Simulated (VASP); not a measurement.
Consider the following.

```xyz
3
Lattice="1.5709 0.9069 6.2394 -1.5709 0.9069 6.2394 0.0000 -1.8139 6.2394" Properties=species:S:1:pos:R:3 pbc="T T T"
Mo     0.0000     0.0000    18.7139
S      0.0000     0.0000     7.7935
S      0.0000     0.0000     4.6773
```

Calculation: PBEsol GGA, VASP's PBE PAW potentials (set 64) (plane waves; VASP). Run with 400 eV cut-off, 9×9×9 Γ-centred mesh, tetrahedra with Blöchl corrections, potentials Mo_sv S.

The cores are frozen, which limits the accuracy of field gradients. Without a dispersion term in the relaxation, distances and binding between the weakly bound layers, chains or molecules are unreliable, and so is what depends on them.

### Question
Give the principal components of the electric field gradient (V/Å²) and the asymmetry η at each nucleus.

### Answer

```tsv
atom	Vxx	Vyy	Vzz	η
Mo1	39.0	39.0	-78.0	0.00
S2	26.5	26.5	-53.0	0.00
S3	27.2	27.1	-54.3	0.00
```

The structure comes from a computed database's MoS2 entry (R3m); how it stands against other phases isn't given here. It was relaxed first, which changed the volume by -6 %.
